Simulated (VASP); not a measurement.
# BeCd3Te4 (ordered alloy cell): computed properties

The numbers are results of PBEsol GGA, VASP's PBE PAW potentials (set 64) (plane waves; VASP), not measurements.

* **space group**: P-43m (215)
* **cell**: a = 6.257 Å, b = 6.257 Å, c = 6.257 Å, α = 90.00°, β = 90.00°, γ = 90.00°
* **volume per atom**: 30.62 Å^3/atom
* **band gap (over mesh and band path)**: 1.23 eV
* **smallest direct gap (over mesh and band path)**: 1.23 eV
* **band-edge character**: direct, Γ to Γ
* **density**: 5.81 g/cm³

```cif
data_BeCd3Te4
_chemical_formula_sum 'Cd3 Te4 Be1'
_space_group_name_H-M_alt 'P 1'
_space_group_IT_number 1
_cell_length_a 6.25706
_cell_length_b 6.25706
_cell_length_c 6.25706
_cell_angle_alpha 90.000
_cell_angle_beta 90.000
_cell_angle_gamma 90.000
loop_
_space_group_symop_operation_xyz
  'x, y, z'
loop_
_atom_site_label
_atom_site_type_symbol
_atom_site_fract_x
_atom_site_fract_y
_atom_site_fract_z
_atom_site_occupancy
Cd1 Cd 0.00000 0.00000 0.00000 1
Cd2 Cd 0.50000 0.50000 0.00000 1
Cd3 Cd 0.50000 0.00000 0.50000 1
Te1 Te 0.22738 0.27262 0.27262 1
Te2 Te 0.77262 0.72738 0.27262 1
Te3 Te 0.77262 0.27262 0.72738 1
Te4 Te 0.22738 0.72738 0.72738 1
Be1 Be 0.00000 0.50000 0.50000 1
```

Unless said otherwise, spin-orbit coupling is left out, though it shifts the bands of the heavy elements here.

The structure was generated: BeCd3Te4 was put into an ordered model structure (P-43m), which need not be its known phase. It was relaxed first. Symmetry was kept, so distortions that lower it aren't found.
